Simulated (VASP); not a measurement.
Input:

```
CELL_PARAMETERS angstrom
      1.80000    -3.11769     0.00000
      1.80000     3.11769     0.00000
      0.00000     0.00000     5.69000
ATOMIC_POSITIONS crystal
  Tb 0.33333 0.66667 0.25000
  Tb 0.66667 0.33333 0.75000
```

All values below come from AM05 GGA, VASP's PBE PAW potentials (set 64) (plane waves; VASP). Run with 520 eV cut-off, 11×11×6 Γ-centred mesh, first-order Methfessel-Paxton smearing of 0.10 eV, potentials Tb_3.

The 4f electrons are frozen in the core of the lanthanide potential, so 4f levels, which can set the real gap, and their magnetism are missing. Energy and stress use the plane-wave basis of the starting cell.

Problem. The ions, cell shape and volume are relaxed. Which structure does the run end with?

Solution. 
```
CELL_PARAMETERS angstrom
      1.78764    -3.09628     0.00000
      1.78764     3.09628     0.00000
      0.00000     0.00000     5.58190
ATOMIC_POSITIONS crystal
  Tb 0.33333 0.66667 0.25000
  Tb 0.66667 0.33333 0.75000
```
Space group P6_3/mmc (194), at a tolerance of 0.03 Å.

Problem. How do energy and volume change from the first to the last step?

Solution. The energy (σ→0) changes by -5.2 meV/atom and the volume by -3.2 %, in 6 ionic steps.

| step | E(σ→0) (eV) | max force (eV/Å) | pressure (GPa) | volume (Å³) |
|---|---|---|---|---|
| 1 | -9.5243 | 0.000 | -1.37 | 63.86 |
| 2 | -9.5341 | 0.000 | 0.25 | 61.37 |
| 3 | -9.5343 | 0.000 | 0.04 | 61.67 |
| 4 | -9.5343 | 0.000 | 0.00 | 61.71 |
| 5 | -9.5345 | 0.000 | 0.00 | 61.75 |
| 6 | -9.5346 | 0.000 | -0.02 | 61.79 |

The compound is Tb in the hcp structure. This run relaxes it. Symmetry was kept, so distortions that lower it aren't found.
